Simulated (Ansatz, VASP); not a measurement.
## Cross-check of HfN (HfN strained to the junction's net) between VASP and Ansatz

Aim: how closely do two programs agree when they are given the same cell, functional and k mesh? The cell is generated by rule, not measured, and may not be a known phase. The structure shown is the end of the Ansatz relaxation below.

Calculated with Ansatz 0.2.0; plane waves, with VASP 6.6.1 beside it; single point at PBE.

### Step 1. Set-up

Symmetry: R-3m, No. 166, trigonal system. Conventional cell: a = 3.190 Å, b = 3.190 Å, c = 7.935 Å, α = 90.00°, β = 90.00°, γ = 120.00°. Nearest to Hf lie 6 N at 2.27 Å. Nearest to N lie 6 Hf at 2.27 Å. Farther neighbours and most contacts between anions are not listed.

### Step 2. Ansatz: relaxation, PBE

Ansatz runs on its default PAW (the set named soft_2) files.

This run makes the geometry at which the two programs are then compared.

input.yaml

```yaml
crystal:
  lattice:
    - [3.19, 0.0, 0.0]
    - [-1.595, 2.7626210381, 0.0]
    - [0.0, 0.0, 7.8688126735]
  atoms:
    - { symbol: Hf, position: [0.0, 0.0, 0.0] }
    - { symbol: "N", position: [0.3333333333, 0.6666666667, 0.1666666667] }
    - { symbol: Hf, position: [0.6666666667, 0.3333333333, 0.3333333333] }
    - { symbol: "N", position: [0.0, 0.0, 0.5] }
    - { symbol: Hf, position: [0.3333333333, 0.6666666667, 0.6666666667] }
    - { symbol: "N", position: [0.6666666667, 0.3333333333, 0.8333333333] }
kpoints:
  mp_grid: { grid: [12, 12, 4] }
scf:
  occupations: { method: fermi_dirac, width: 0.1 }
  max_iter: 150
hamiltonian:
  xc: pbe
relax:
  f_tol: 0.01
  max_steps: 40
  cell: { fix: [a, b, angles] }
```

The run is started by

```sh
> ansatz run input.yaml --threads 4 --pin off --max-ram 12288MiB --backend cpu --events-out ev --progress --plain --runs-dir out
```

Numbers of over 12 decimals in the logs are rounded to 6 here.

The program printed:

```text
Engine: ansatz 0.2.0, aarch64-unknown-linux-gnu
Pseudopotentials: kind: paw
Pseudopotential: Hf, paw, valence charge 26, recommended cutoff 420 eV (normal), Hf.paw.azcp
Pseudopotential: N, paw, valence charge 5, recommended cutoff 420 eV (normal), N.paw.azcp
Functional definition: PBE
  parameter kappa = 0.804
  parameter beta = 0.066725
  exchange = pbe_x(kappa = kappa, mu = beta*pi^2/3)
  correlation = pbe_c(beta = beta)
Crystal: 6 atoms, lattice volume = 69.346 Å³
Basis set: ecut = 420 eV, 1359 PW (Γ), exchange–correlation on 48×48×108 points (8 copies of the dense FFT grid, shifted against one another)
Bands: 56, of which v1, the nominal top of the filled ones, is band 47 counted from 1 (46 counted from 0)
Symmetry: 36 space group operations
Space group: R-3m (ITA 166), of the structure as read, at distance tolerance 4.1e-5 Å
k-points: 69 of 576
Non-local potential: Hf, projectors of the file, l = 0: 3, l = 1: 2, l = 2: 2, l = 3: 3
Non-local potential: N, projectors of the file, l = 0: 2, l = 1: 2, l = 2: 1
PAW form: soft (Blöchl's): semilocal exchange-correlation on the pseudo side does not see the compensation charge
PAW one-centre angular grid: Hf, 590 points (default); XC on 64 Gauss nodes
PAW one-centre angular grid: N, 110 points (default); XC on 64 Gauss nodes
Initial density: superposition of atomic densities (neutral atoms: chi_scale 0, normalization atom), corrected by the library's trained network
Initial wavefunctions: pseudopotential atomic-orbital guess
Functional: x = pbe(κ = 0.804, μ = 0.219515), c = pbe(β = 0.066725)
SCF iter   1: F=—  HF=-48326.086278 eV  |F-HF|=—  |Δ(HF+E_count)|=         —  Δρ=5.53e-3  dr2=2.58e-2  ethr=1.77e-3  ⟨swp⟩=4.9  Hψ=11575  notcnv=0  defer=5
preconditioner: auto → Kerker (q_TF=auto, 2.865 Å⁻¹)  [metal: Δε(μ)=0.050 eV  Ē_g=18.111 eV  σ=0.100 eV  W_gap=0.12  n_scr=36 (ndim 8)  ℏωp=41.6 eV  f_vac=0.000  D(μ)=1.77/eV (n_scr^D=4)]
SCF iter   2: F=—  HF=-48326.080046 eV  |F-HF|=—  |Δ(HF+E_count)|=   6.23e-3  Δρ=1.37e-3  dr2=1.23e-3  ethr=2.77e-5  ⟨swp⟩=2.0  Hψ=6759  notcnv=0  defer=4
SCF iter   3: F=—  HF=-48326.079638 eV  |F-HF|=—  |Δ(HF+E_count)|=   4.09e-4  Δρ=7.55e-4  dr2=2.61e-4  ethr=1.32e-6  ⟨swp⟩=2.0  Hψ=6047  notcnv=0  defer=4
SCF iter   4: F=—  HF=-48326.079579 eV  |F-HF|=—  |Δ(HF+E_count)|=   5.84e-5  Δρ=3.56e-4  dr2=3.68e-5  ethr=2.81e-7  ⟨swp⟩=2.0  Hψ=6980  notcnv=0  defer=4
SCF iter   5: F=—  HF=-48326.079601 eV  |F-HF|=—  |Δ(HF+E_count)|=   2.16e-5  Δρ=6.56e-5  dr2=1.22e-6  ethr=3.96e-8  ⟨swp⟩=3.1  Hψ=8248  notcnv=0  defer=4
SCF iter   6: F=—  HF=-48326.079600 eV  |F-HF|=—  |Δ(HF+E_count)|=   4.89e-7  Δρ=1.19e-5  dr2=5.86e-8  ethr=1.08e-10  ⟨swp⟩=4.9  Hψ=20121  notcnv=0
SCF iter   7: F=-48326.079600 eV  HF=-48326.079600 eV  |F-HF|=1.56e-9  |Δ(HF+E_count)|=   4.43e-9  Δρ=2.73e-6  dr2=3.40e-9  ethr=6.30e-11  ⟨swp⟩=4.7  Hψ=14246  notcnv=0
SCF 1 converged in 7 iterations: F = -48326.079600 eV  dr2 = 3.40e-9
  greatest PAW one-centre occupation: 0.998 electrons in one spin orbital (limit 2), on the Hf atom at site 4 (counted from 0), in its partial waves of l = 0
relax step   1: F+E_penalty+E_count = -48326.07960030 eV  Δ(F+E_penalty+E_count) = +0.000e0 eV  max|allowed force component| = 7.269e-27 eV/Å  Δτ_max = 0.0000 Å  P = +4.729 GPa  Ω = 69.346 Å³  fix = [a, b, alpha, beta, gamma]  reactions: a +5.299, b +5.299 GPa  (7 SCF iters, dr2 threshold 1.00e-7 eV, accepted)
[...]
relax step   4: F+E_penalty+E_count = -48326.08419259 eV  Δ(F+E_penalty+E_count) = -2.788e-5 eV  max|allowed force component| = 3.392e-28 eV/Å  Δτ_max = 0.0000 Å  P = +2.434 GPa  Ω = 69.915 Å³  energy of the carried Pulay correction = -1.742e-3 eV  fix = [a, b, alpha, beta, gamma]  reactions: a +3.651, b +3.651 GPa  (5 SCF iters, dr2 threshold 7.24e-9 eV, accepted)
[...]
relax step   5: F+E_penalty+E_count = -48326.08601654 eV  Δ(F+E_penalty+E_count) = -1.824e-3 eV  max|allowed force component| = 9.060e-29 eV/Å  Δτ_max = 0.0000 Å  P = +2.466 GPa  Ω = 69.915 Å³  fix = [a, b, alpha, beta, gamma]  reactions: a +3.667, b +3.667 GPa  stress off target by 6.32e-2 GPa on what of the cell is left free  SCF on the basis re-selected at this cell (its energy is not comparable with the rows above)  (6 SCF iters)
[...]
relax step   6: F+E_penalty+E_count = -48326.08598871 eV  Δ(F+E_penalty+E_count) = +2.783e-5 eV  max|allowed force component| = 5.034e-28 eV/Å  Δτ_max = 0.0000 Å  P = +2.427 GPa  Ω = 69.925 Å³  energy of the carried Pulay correction = -2.986e-5 eV  fix = [a, b, alpha, beta, gamma]  reactions: a +3.639, b +3.639 GPa  (4 SCF iters, dr2 threshold 1.00e-8 eV, accepted)
[...]
relax step   7: F+E_penalty+E_count = -48326.08603622 eV  Δ(F+E_penalty+E_count) = -4.751e-5 eV  max|allowed force component| = 8.508e-29 eV/Å  Δτ_max = 0.0000 Å  P = +2.427 GPa  Ω = 69.925 Å³  fix = [a, b, alpha, beta, gamma]  reactions: a +3.639, b +3.639 GPa  stress off target by 3.16e-3 GPa on what of the cell is left free  SCF on the basis re-selected at this cell (its energy is not comparable with the rows above)  (4 SCF iters)
basis re-selected at this cell: Δ(F+E_penalty+E_count) = -4.751e-5 eV, ΔP = +0.000 GPa vs the last step (what re-selecting the basis moved, of the pressure what is left beyond the Pulay correction that the steps carried, after the strain that the cell walked since its last selection, with what the two solves' SCF thresholds leave and, on support functions, any second-order correction that the steps lacked; it is no m [...]
SCF converged after 4 iterations
Free energy (F): -48326.086036 eV
Harris-Foulkes:  -48326.086036 eV  (|F-HF|=7.28e-12)
Internal energy: -48326.027838 eV  (E = F + TS)
E sigma→0 (E₀):  -48326.056937 eV
Entropy (-TS):   -0.058198 eV (-9.700 meV/atom)
Fermi energy:    23.615893 eV
--- Per-component energies (eV) ---
  E_band       = 520.871559
  E_kinetic    = 1669.387876
  E_local      = -14251.662044  (includes V_loc(G=0)·N_el)
  E_nonlocal   = -3595.563199
  E_hartree    = 6759.402336
  E_xc         = -1084.734501
  E_vxc        = -1034.286580  (∫ρ·V_xc dr)
  E_paw        = -21163.824703  (= ΣΔE_a)
  E_vpaw       = 4214.190693  (= ΣTr[D̂ρ^β])
  E_aug_tail   = 0.000289  (compensation charges beyond the density's cutoff)
  E_ewald      = -16659.033892
  E_smearing   = -0.058198  (= −TS)
  E_closure    = -0.000000  (closes the sum)
  Σ components = -48326.086036   (vs F -48326.086036, Δ=0.00e0)
--- Forces (eV/Å), atoms counted from 1 ---
  atom   1  Hf     0.00000000     0.00000000     0.00000000
  atom   2  N      0.00000000     0.00000000    -0.00000000
  atom   3  Hf     0.00000000     0.00000000    -0.00000000
  atom   4  N      0.00000000     0.00000000    -0.00000000
  atom   5  Hf     0.00000000    -0.00000000     0.00000000
  atom   6  N     -0.00000000     0.00000000    -0.00000000
  max |Σ_I F_I| component: 1.62e-28 eV/Å
--- Stress (GPa, compression-positive) ---
        3.639372      -0.000000      -0.000000
        0.000000       3.639372       0.000000
        0.000000       0.000000       0.003156
  P = ⅓ Tr σ = 2.4273 GPa (24.273 kbar)
--- Relaxed structure (5 steps of the walk, 5 accepted, 2 SCFs on fresh bases) ---
  F+E_penalty+E_count = -48326.08603622 eV   max|allowed force component| = 8.508e-29 eV/Å   (the final SCF, on the basis selected at the relaxed cell)
  cell:  # Å, volume = 69.9249 Å³
    - [3.190000, 0, 0]
    - [-1.595000, 2.762621, 0]
    - [0, 0, 7.934505]
  atoms:
    - { symbol: Hf, position: [0, 0, 0] }
    - { symbol: N, position: [0.333333, 0.666667, 0.166667] }
    - { symbol: Hf, position: [0.666667, 0.333333, 0.333333] }
    - { symbol: N, position: [0, 0, 0.5] }
    - { symbol: Hf, position: [0.333333, 0.666667, 0.666667] }
    - { symbol: N, position: [0.666667, 0.333333, 0.833333] }
```

### Step 3. VASP: single point, PBE

The same cell, functional, mesh and smearing now go to VASP, with its own data sets.

Lines of VASP's logs that name or quote its potential files are left out, and so is its time.

INCAR

```
SYSTEM = HfN
PREC = Accurate
ENCUT = 600
EDIFF = 1E-06
NELM = 120
ISMEAR = -1
SIGMA = 0.1
LREAL = .FALSE.
ALGO = Normal
GGA = PE
NBANDS = 28
LASPH = .TRUE.
LORBIT = 11
LWAVE = .FALSE.
LCHARG = .FALSE.
ISIF = 2
GGA_COMPAT = .FALSE.
KPAR = 2
```

POSCAR

```
HfN
1.0
    3.1900000000      0.0000000000      0.0000000000
   -1.5950000000      2.7626210381      0.0000000000
    0.0000000000      0.0000000000      7.9345049358
Hf N
3 3
Direct
    0.0000000000      1.0000000000      1.0000000000
    0.6666666667      0.3333333333      0.3333333333
    0.3333333333      0.6666666667      0.6666666667
    0.3333333333      0.6666666667      0.1666666667
    0.0000000000      1.0000000000      0.5000000000
    0.6666666667      0.3333333333      0.8333333333
```

KPOINTS

```
Automatic mesh
0
Gamma
12 12 4
0 0 0
```

The projector-augmented-wave data sets are Hf_pv and N (PBE family, release 64).

The run is started by

```sh
> mpirun -np 2 vasp_std
```

The program printed:

```text
[banner, memory and clock lines left out]
running    2 mpi-ranks, on    1 nodes
 distrk:  each k-point on    1 cores,    2 groups
 distr:  one band on    1 cores,    1 groups

 POSCAR found type information on POSCAR HfN
 POSCAR found :  2 types and       6 ions
 LDA part: xc-table for (Slater+PW92), standard interpolation
 POSCAR, INCAR and KPOINTS ok, starting setup
 FFT: planning ... GRIDC
 FFT: planning ... GRID_SOFT
 FFT: planning ... GRID
 WAVECAR not read
 entering main loop
       N       E                     dE             d eps       ncg     rms          rms(c)
DAV:   1     0.242734482414E+03    0.24273E+03   -0.27121E+04  3864   0.177E+03
DAV:   2    -0.594440349054E+02   -0.30218E+03   -0.29394E+03  4848   0.421E+02
DAV:   3    -0.740987877894E+02   -0.14655E+02   -0.14436E+02  4836   0.809E+01
DAV:   4    -0.743186115473E+02   -0.21982E+00   -0.21727E+00  5060   0.967E+00
DAV:   5    -0.743211944531E+02   -0.25829E-02   -0.25738E-02  4916   0.841E-01    0.830E+01
DAV:   6    -0.654766329280E+02    0.88446E+01   -0.53704E+01  4500   0.343E+01    0.680E+01
DAV:   7    -0.653579648447E+02    0.11867E+00   -0.41540E+00  4428   0.115E+01    0.277E+01
DAV:   8    -0.653161176735E+02    0.41847E-01   -0.22260E-01  4940   0.285E+00    0.420E+00
DAV:   9    -0.653061346436E+02    0.99830E-02   -0.73589E-02  4544   0.146E+00    0.361E+00
DAV:  10    -0.653041850739E+02    0.19496E-02   -0.12537E-02  4600   0.629E-01    0.387E-01
DAV:  11    -0.653041807329E+02    0.43410E-05   -0.71040E-04  4776   0.170E-01    0.233E-01
DAV:  12    -0.653041707518E+02    0.99811E-05   -0.55663E-05  4880   0.406E-02    0.885E-02
DAV:  13    -0.653041720623E+02   -0.13105E-05   -0.21955E-06  3968   0.102E-02    0.877E-03
DAV:  14    -0.653041721048E+02   -0.42491E-07   -0.53978E-08  2728   0.185E-03
   1 F= -.65304172E+02 E0= -.65275066E+02  d E =-.582123E-01
```

Parts of OUTCAR (step 3):

```text
ion  position               nearest neighbor table
   1  0.000  0.000  0.000-   4 2.27   6 2.27   6 2.27   4 2.27   6 2.27   4 2.27   2 3.22   3 3.22
                             3 3.22   2 3.22   2 3.22   3 3.22
   2  0.667  0.333  0.333-   4 2.27   4 2.27   4 2.27   5 2.27   5 2.27   5 2.27   1 3.22   1 3.22
                             1 3.22   3 3.22   3 3.22   3 3.22
   3  0.333  0.667  0.667-   6 2.27   6 2.27   6 2.27   5 2.27   5 2.27   5 2.27   1 3.22   1 3.22
                             1 3.22   2 3.22   2 3.22   2 3.22
   4  0.333  0.667  0.167-   2 2.27   2 2.27   2 2.27   1 2.27   1 2.27   1 2.27
   5  0.000  0.000  0.500-   2 2.27   3 2.27   2 2.27   3 2.27   2 2.27   3 2.27
   6  0.667  0.333  0.833-   3 2.27   3 2.27   3 2.27   1 2.27   1 2.27   1 2.27

  LATTYP: Found a hexagonal cell.
 ALAT       =     3.1900000000
 C/A-ratio  =     2.4873056225

 Subroutine GETGRP returns: Found 12 space group operations
 (whereof 12 operations were pure point group operations)

The static configuration has the point symmetry D_3d.

 Found     69 irreducible k-points:

   k-points           NKPTS =     69   k-points in BZ     NKDIM =     69   number of bands    NBANDS=     28

   dimension x,y,z NGX =    28 NGY =   28 NGZ =   64
   dimension x,y,z NGXF=    56 NGYF=   56 NGZF=  128

   ENCUT  =  600.0 eV  44.10 Ry    6.64 a.u.   6.37  6.37 15.85*2*pi/ulx,y,z

   NELECT =      45.0000    total number of electrons

 k-points in reciprocal lattice and weights: Automatic mesh
   0.00000000  0.00000000  0.00000000       0.002
   0.08333333  0.00000000  0.00000000       0.010
   0.16666667  0.00000000  0.00000000       0.010
   0.25000000  0.00000000  0.00000000       0.010
   0.33333333  0.00000000  0.00000000       0.010
   0.41666667  0.00000000  0.00000000       0.010
   0.50000000  0.00000000  0.00000000       0.005
   0.08333333  0.08333333  0.00000000       0.010
   0.16666667  0.08333333  0.00000000       0.021
[...]
0.33333333  0.25000000  0.50000000       0.021
   0.33333333  0.33333333  0.50000000       0.003

 average (electrostatic) potential at core
       1 -34.8452       2 -34.8452       3 -34.8452       4 -61.6586       5 -61.6586
       6 -61.6586

 E-fermi :   8.2685

 k-point     1 :       0.0000    0.0000    0.0000
  band No.  band energies     occupation
    ...
     20       5.3003      2.00000
     21       5.3003      2.00000
     22       7.7823      1.98464
     23       8.0245      1.83957
     24       8.0245      1.83957
     25       9.6227      0.00000
     26       9.6227      0.00000
     27       9.9916      0.00000
     28      10.2350      0.00000

 k-point     2 :       0.0833    0.0000    0.0000
  band No.  band energies     occupation
    ...
     20       4.9046      2.00000
     21       5.0296      2.00000
     22       7.8840      1.95810
     23       8.1630      1.48354
     24       8.3285      0.70843
     25       8.8952      0.00379
     26       9.4389      0.00002
     27      10.2191      0.00000
     28      10.3407      0.00000

 k-point     3 :       0.1667    0.0000    0.0000
  band No.  band energies     occupation
    ...
     19       3.3669      2.00000
     20       4.2014      2.00000
     21       4.4573      2.00000
     22       7.7570      1.98805
     23       7.8678      1.96427
     24       8.7445      0.01698
     25       9.0641      0.00070
     26       9.6318      0.00000
     27      10.1679      0.00000
     28      11.1094      0.00000

  Total        0.5171948      0.5171948     -1.0852272      0.0000000     -0.0000000      0.0000000
  in kB       11.8503967     11.8503967    -24.8656284      0.0000000     -0.0000000      0.0000000
  external PRESSURE =      -0.3882783 kB  Pullay stress =       0.0000000 kB

  energy-cutoff  :      600.00
  volume of cell :       69.92
      direct lattice vectors                 reciprocal lattice vectors
     3.190000000  0.000000000  0.000000000     0.313479624  0.180987545  0.000000000
    -1.595000000  2.762621038  0.000000000     0.000000000  0.361975090  0.000000000
     0.000000000  0.000000000  7.934504936     0.000000000  0.000000000  0.126031808

 POSITION                                       TOTAL-FORCE (eV/Angst)
 -----------------------------------------------------------------------------------
      0.00000      0.00000      0.00000         0.000000      0.000000     -0.000000
      1.59500      0.92087      2.64483         0.000000      0.000000     -0.000000
     -0.00000      1.84175      5.28967        -0.000000     -0.000000     -0.000000
     -0.00000      1.84175      1.32242        -0.000000     -0.000000      0.000000
      0.00000      0.00000      3.96725         0.000000      0.000000     -0.000000
      1.59500      0.92087      6.61209         0.000000      0.000000     -0.000000
 -----------------------------------------------------------------------------------
    total drift:                               -0.000000      0.000000      0.000000

  FREE ENERGIE OF THE ION-ELECTRON SYSTEM (eV)
  ---------------------------------------------------
  free  energy   TOTEN  =       -65.3041721048 eV

  energy  without entropy=      -65.2459597905  energy(sigma->0) =      -65.27506595

 total charge
# of ion       s       p       d       tot
------------------------------------------
    1        0.288   6.558   1.743   8.589
    2        0.288   6.558   1.743   8.589
    3        0.288   6.558   1.743   8.589
    4        1.230   2.496   0.000   3.726
    5        1.230   2.496   0.000   3.726
    6        1.230   2.496   0.000   3.726
--------------------------------------------------
tot          4.556  27.160   5.230  36.946

[... 3 further parts left out ...]
```

The run ends at a pressure of -0.04 GPa.

### Step 4. Differences

Known differences besides the potentials themselves: the data sets hold 93 valence electrons in Ansatz (on its default PAW (the set named soft_2) files) and 45 in VASP; the cutoff is 420 eV in Ansatz and 600 eV in VASP; Ansatz's pressure holds a Pulay correction, VASP's none. Total energies have different zeros and are not compared.

Compared:

| quantity | Ansatz | VASP | difference |
| --- | --- | --- | --- |
| pressure (GPa) | 2.43 | -0.04 | +2.47 |

### Step 5. What the set-up changes

Further runs change the set-up of one program: Ansatz's method, potentials or start, or VASP's data sets, cutoff or form of LDA. The table gives that difference for each run.

| run | pressure (GPa) |
| --- | --- |
| as above | 2.5 |
| VASP with the data sets Hf_sv and N | 1.8 |

### Step 6. Outcome

```
difference in pressure (single point, PBE) : 2.5 GPa
```

**Reading.** The difference in pressure is 2.5 GPa (single point, PBE), beyond the 1 GPa picked in this series as the mark of a large difference. The data sets hold unlike numbers of valence electrons (93 in Ansatz and 45 in VASP), so part of the differences comes from the potentials. Single point, PBE, VASP with the data sets Hf_sv and N: the difference in pressure goes from 2.5 to 1.8 GPa. Such differences can come from data sets, numerical settings and the points named under the comparisons, not from the functional's error against experiment.

[Lines on the potential files, build, host, timing and source positions are cut from VASP's logs without a mark.]

[Logs are printed without paths, hosts, clocks, repeated set-up lines and the standing remarks that a program may print on its own settings, such as how far it seeks lower states.]

[Hosts, paths, dates, database ids (printed as entryN), source tags and the programs' standing remarks are cut or masked in the printed files.]
